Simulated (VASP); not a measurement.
```yaml
crystal:
  lattice:
    - [-2.97394, 2.97394, 5.64320]
    - [2.97394, -2.97394, 5.64320]
    - [2.97394, 2.97394, -5.64320]
  atoms:
    - { symbol: Cd, position: [0.00000, 0.00000, 0.00000] }
    - { symbol: Cd, position: [0.75000, 0.25000, 0.50000] }
    - { symbol: Ge, position: [0.50000, 0.50000, 0.00000] }
    - { symbol: Ge, position: [0.25000, 0.75000, 0.50000] }
    - { symbol: As, position: [0.87500, 0.84955, 0.47455] }
    - { symbol: As, position: [0.15045, 0.62500, 0.02545] }
    - { symbol: As, position: [0.37500, 0.40045, 0.52545] }
    - { symbol: As, position: [0.59955, 0.12500, 0.97455] }
```

The numbers are results of PBEsol GGA, VASP's PBE PAW potentials (set 64) (plane waves; VASP), not measurements. Run with 400 eV cut-off, 12×12×12 Γ-centred mesh, Gaussian smearing of 0.010 eV, potentials Cd Ge_d As.

Q: Predict the energy per atom (σ→0).

A: 
```json
{
  "energy per atom (σ→0)": "-4.141 eV/atom"
}
```

The absolute energy has meaning only against runs of the same code, potentials and settings.

The compound is CdGeAs2 in the chalcopyrite structure. It was relaxed first.
